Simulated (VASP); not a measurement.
# AlIn3N2: relaxation of cell and atoms with PBE

The system is AlIn3N2.

```xyz
6
Lattice="3.1349 0.0000 0.0000 -1.5674 2.7149 0.0000 0.0000 0.0000 12.0620" Properties=species:S:1:pos:R:3 pbc="T T T"
Al    0.0000    0.0000    0.0000
In    0.0000    1.8099    3.0870
In    1.5674    0.9050    8.9750
In    0.0000    0.0000    6.0310
N     1.5674    0.9050   11.0830
N     0.0000    1.8099    0.9790
```

The cell was built by a generator and needn't be a form met in nature.

| Quantity | Value |
| --- | --- |
| Program | VASP 6.6.1 |
| Task | relaxation of cell and atoms |
| Functional | PBE |
| Potentials or basis | VASP PAW PBE potentials, release 64 (Al, In_d, N) |
| Cutoff | 520 eV |
| k mesh | 12 × 12 × 4 |
| Occupations | gaussian, width 0.1 eV |
| Spin | no spin polarisation |
| Further INCAR settings | ALGO = Normal; EDIFF = 1e-06; IBRION = 2; EDIFFG = -0.01; NSW = 90; ISIF = 3 |

* Relaxed volume: 17.46 Å³/atom
* Relaxed cell: a = 3.136 Å, b = 3.136 Å, c = 12.301 Å, α = 90.00°, β = 90.00°, γ = 120.00°
* Space group after relaxing (to 0.05 Å): P-3m1 (No. 164)
* Energy gained by relaxing: 2.6 meV/atom
* Ionic steps: 10
* Pressure after relaxing: 0.0 GPa
* Band gap on the k mesh: none (metal or under the smearing width)

Forces in eV/Å, atoms in the order of the input:
```
Al   0.000  0.000  0.000
In   0.000  0.000  0.003
In   0.000  0.000 -0.003
In   0.000  0.000  0.000
N    0.000  0.000  0.003
N    0.000  0.000 -0.003
```

Step by step:
```
step  energy change (eV)  largest force (eV/Å)  pressure (GPa)  volume (Å³)
   1              0.0000                0.2313            0.42       102.66
   2             -0.0046                0.1116            0.08       103.33
   3             -0.0048                0.1637           -0.02       103.53
   4             -0.0089                0.1056           -0.17       103.93
   5             -0.0133                0.1191           -0.62       105.15
   6             -0.0155                0.0461           -0.14       104.85
   7             -0.0156                0.0407            0.00       104.78
   8             -0.0156                0.0384            0.01       104.77
   9             -0.0158                0.0231            0.01       104.76
  10             -0.0159                0.0028            0.01       104.74
```

Final structure:
```yaml
crystal:
  lattice:
    - [3.13558, 0.00000, 0.00000]
    - [-1.56779, 2.71549, 0.00000]
    - [0.00000, 0.00000, 12.30105]
  atoms:
    - { symbol: Al, position: [0.00000, 0.00000, 0.00000] }
    - { symbol: In, position: [0.33333, 0.66667, 0.24978] }
    - { symbol: In, position: [0.66667, 0.33333, 0.75022] }
    - { symbol: In, position: [0.00000, 0.00000, 0.50000] }
    - { symbol: N, position: [0.66667, 0.33333, 0.92058] }
    - { symbol: N, position: [0.33333, 0.66667, 0.07941] }
```

Levels at points of the mesh, in eV from the Fermi level:
```tsv
k point	band 23	band 24	band 25	band 26	band 27	band 28	band 29	band 30
(0.00, 0.00, 0.00)	-0.58	-0.58	0.26	0.26	1.52	3.40	6.20	7.66
(0.50, 0.00, 0.00)	-2.40	-1.84	-1.50	-1.35	-0.10	0.48	0.59	3.54
(0.00, 0.00, 0.50)	-0.58	-0.58	0.21	0.26	0.26	4.62	5.26	7.23
(0.50, 0.00, 0.50)	-2.68	-1.84	-1.24	-0.38	-0.25	-0.10	0.41	3.78
```

Run time: 5.5 min on 4 MPI ranks on Intel(R) Xeon(R) Platinum 8488C (Sapphire Rapids) (shared host), peak memory 0.35 GiB a rank.

Caveat: this functional lacks dispersion, which binds the layers, so the pressure and a relaxed spacing across them are unreliable.
